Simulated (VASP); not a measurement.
All values below come from PBEsol GGA, VASP's PBE PAW potentials (set 64) (plane waves; VASP).

The input files of a VASP run:

KPOINTS:
```
kpoints
0
G
15 15 3
```

### INCAR
```
! general
SYSTEM  = WS2
PREC    = Accurate
ENCUT   = 400   ! plane-wave cut-off (eV)
LREAL   = .FALSE.   ! projection in real space or not
LASPH   = .TRUE.
NBANDS  = 51

! electronic loop
EDIFF   = 1E-7
NELM    = 100   ! most electronic steps
ALGO    = Normal
LMAXMIX = 6   ! l cut-off of mixed one-centre charges

! smearing
ISMEAR  = 0
SIGMA   = 0.01   ! width (eV)

! functional
GGA     = PS   ! PBEsol

! output
LWAVE   = .FALSE.
LCHARG  = .FALSE.
NEDOS   = 1001   ! DOS grid

! other
LOPTICS = .TRUE.
CSHIFT  = 0.1
```

POSCAR:
```
WS2
1.0
  3.1466776899   0.0000000000   0.0000000000
 -1.5733388450   2.7251026302   0.0000000000
  0.0000000000   0.0000000000  17.0024455922
W S
1 2
Cartesian
  0.0000000000   0.0000000000   0.0000000000
 -0.0000015734   1.8167359952  15.4348450920
 -0.0000015734   1.8167359952   1.5676005002
```

POTCAR, in this order: W_sv S (PBE.64 set). Program: vasp_std.

What VASP printed:

File OSZICAR:
```
       N       E                     dE             d eps       ncg     rms          rms(c)
DAV:   1     0.183058407858E+03    0.18306E+03   -0.88499E+03  5772   0.363E+02
DAV:   2    -0.158791909605E+02   -0.19894E+03   -0.19000E+03  6596   0.137E+02
DAV:   3    -0.263642652488E+02   -0.10485E+02   -0.10325E+02  6798   0.316E+01
DAV:   4    -0.265454853782E+02   -0.18122E+00   -0.18113E+00  6424   0.434E+00
DAV:   5    -0.265504136496E+02   -0.49283E-02   -0.49279E-02  6757   0.706E-01    0.282E+01
DAV:   6    -0.254503991731E+02    0.11000E+01   -0.31692E+00  6606   0.622E+00    0.117E+01
DAV:   7    -0.253273947538E+02    0.12300E+00   -0.94492E-01  5980   0.264E+00    0.502E+00
DAV:   8    -0.252539999258E+02    0.73395E-01   -0.34222E-01  6329   0.175E+00    0.878E-01
DAV:   9    -0.252487332580E+02    0.52667E-02   -0.26516E-02  6660   0.530E-01    0.280E-01
DAV:  10    -0.252485844314E+02    0.14883E-03   -0.11048E-03  6541   0.925E-02    0.201E-01
DAV:  11    -0.252484854411E+02    0.98990E-04   -0.10652E-04  6527   0.411E-02    0.101E-01
DAV:  12    -0.252481535703E+02    0.33187E-03   -0.11858E-04  6266   0.317E-02    0.509E-02
DAV:  13    -0.252482047851E+02   -0.51215E-04   -0.16512E-05  6148   0.124E-02    0.133E-02
DAV:  14    -0.252482404994E+02   -0.35714E-04   -0.29766E-05  5890   0.147E-02    0.121E-02
DAV:  15    -0.252482599931E+02   -0.19494E-04   -0.11185E-06  5936   0.298E-03    0.668E-03
DAV:  16    -0.252483083077E+02   -0.48315E-04   -0.27297E-06  6186   0.450E-03    0.443E-03
DAV:  17    -0.252483278882E+02   -0.19580E-04   -0.29386E-07  6548   0.140E-03    0.334E-03
DAV:  18    -0.252483811094E+02   -0.53221E-04   -0.68909E-07  6242   0.213E-03    0.220E-03
DAV:  19    -0.252483935343E+02   -0.12425E-04   -0.14919E-07  5802   0.105E-03    0.153E-03
DAV:  20    -0.252483970143E+02   -0.34799E-05   -0.23518E-08  5713   0.424E-04    0.399E-04
DAV:  21    -0.252483980259E+02   -0.10117E-05   -0.51167E-09  5324   0.176E-04    0.156E-04
DAV:  22    -0.252483981023E+02   -0.76393E-07   -0.16258E-10  5549   0.426E-05
   1 F= -.25248398E+02 E0= -.25248398E+02  d E =-.110008E-44
 imaginary and real dielectric function
```

OUTCAR:
```
------------------------ aborting loop because EDIFF is reached ----------------------------------------
  FORCE on cell =-STRESS in cart. coord.  units (eV):
  Direction    XX          YY          ZZ          XY          YZ          ZX
  --------------------------------------------------------------------------------------
  Total       -0.0170085     -0.0170085     -0.0270529      0.0000000      0.0000000     -0.0000000
  in kB       -0.1869084     -0.1869084     -0.2972888      0.0000000      0.0000000     -0.0000000
  external PRESSURE =      -0.2237019 kB  Pullay stress =       0.0000000 kB
  volume of cell :      145.80
      direct lattice vectors                 reciprocal lattice vectors
     3.146677690  0.000000000  0.000000000     0.317795497  0.183479328  0.000000000
    -1.573338845  2.725102630  0.000000000     0.000000000  0.366958656  0.000000000
     0.000000000  0.000000000 17.002445592     0.000000000  0.000000000  0.058815068
 POSITION                                       TOTAL-FORCE (eV/Angst)
 -----------------------------------------------------------------------------------
      0.00000      0.00000      0.00000        -0.000000      0.000000      0.000000
     -0.00000      1.81674     15.43485         0.000000     -0.000000      0.000381
     -0.00000      1.81674      1.56760         0.000000     -0.000000     -0.000381
 -----------------------------------------------------------------------------------
    total drift:                                0.001532     -0.000887      0.000000
  FREE ENERGIE OF THE ION-ELECTRON SYSTEM (eV)
  ---------------------------------------------------
  free  energy   TOTEN  =       -25.2483981023 eV

  energy  without entropy=      -25.2483981023  energy(sigma->0) =      -25.24839810

 plasma frequency squared (from intraband transitions) (eV^2)
  --------------------------------------------------------------------------------------
       0.000      -0.000       0.000
      -0.000       0.000      -0.000
      -0.000       0.000       0.000

 plasma frequency squared (from interband transitions, int dw w eps(2)(w)) (eV^2)
  --------------------------------------------------------------------------------------
     205.458       0.000      -0.000      -0.000       0.000      -0.000
      -0.000       0.000     205.458       0.000       0.000       0.000
       0.000       0.000       0.000      -0.000     206.993       0.000
```
(Selected blocks of OUTCAR.)

The cell holds a wide vacuum, so values per volume refer to the whole cell. The dielectric response may not be converged in the k-mesh; for small gaps it tends to come out too large.

The cell is a sheet with vacuum, built from a database entry that may be metastable or hypothetical.
